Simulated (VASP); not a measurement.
Data:

```yaml
crystal:
  lattice:
    - [0.00000, 2.30258, 2.30258]
    - [2.30258, 0.00000, 2.30258]
    - [2.30258, 2.30258, 0.00000]
  atoms:
    - { symbol: Hf, position: [0.00000, 0.00000, 0.00000] }
    - { symbol: C, position: [0.50000, 0.50000, 0.50000] }
```

Method: PBEsol GGA, VASP's PBE PAW potentials (set 64) (plane waves; VASP 6.6.1). Settings: 520 eV cut-off, 12×12×12 Γ-centred mesh, first-order Methfessel-Paxton smearing of 0.10 eV, potentials Hf_pv C.

Unless said otherwise, spin-orbit coupling is left out, though it shifts the bands of the heavy elements here.

Q: What does the run give for the energy per atom (σ→0), band gap (on the k-mesh) with the smallest direct gap where there is one?

A: 
band gap (on the k-mesh): none (metal, semimetal or under 0.01 eV)
energy per atom (σ→0): -11.098 eV/atom

Only differences to runs with the same potentials and settings are physical.

The structure was generated: HfC was put into the rock salt type (Fm-3m), which need not be its known phase. It was relaxed first, which changed the volume by -39 %. The start is the result of an earlier pass.
